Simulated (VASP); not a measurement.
Here is the system:

```
Al
1.0
    0.00000     2.01772     2.01772
    2.01772     0.00000     2.01772
    2.01772     2.01772     0.00000
Al
1
Direct
  0.00000   0.00000   0.00000
```

Computed with PBE GGA, VASP's PBE PAW potentials (set 64) (plane waves; VASP). Run with 500 eV cut-off, 15×15×15 Γ-centred mesh, first-order Methfessel-Paxton smearing of 0.10 eV, potentials Al.

Problem. Predict the energy per atom (σ→0), band gap (on the k-mesh) with the smallest direct gap where there is one.

Solution. 
- band gap (on the k-mesh) = none (metal, semimetal or under 0.01 eV)
- energy per atom (σ→0) = -361.4 kJ/mol of atoms

The absolute energy has meaning only against runs of the same code, potentials and settings.

The compound is Al in the fcc structure. It was relaxed first.
